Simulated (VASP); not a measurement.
Given:

```
CELL_PARAMETERS angstrom
      0.00000     2.04095     2.04095
      2.04095     0.00000     2.04095
      2.04095     2.04095     0.00000
ATOMIC_POSITIONS crystal
  Al 0.00000 0.00000 0.00000
```

Level of theory: AM05 GGA, VASP's PBE PAW potentials (set 64) (plane waves; VASP). Numerical set-up: 520 eV cut-off, 16×16×16 Γ-centred mesh, first-order Methfessel-Paxton smearing of 0.10 eV, potentials Al.

Problem. Predict the energy per atom (σ→0), pressure, band gap (on the k-mesh) with the smallest direct gap where there is one.

Solution. 
```json
{
  "band gap (on the k-mesh)": "none (metal, semimetal or under 0.01 eV)",
  "energy per atom (σ→0)": "-4.011 eV/atom",
  "pressure": "-4.30 GPa"
}
```

The absolute energy has meaning only against runs of the same code, potentials and settings.

The compound is Al in the fcc structure. This cell is one point of a volume scan, at 1.06 of the reference volume.
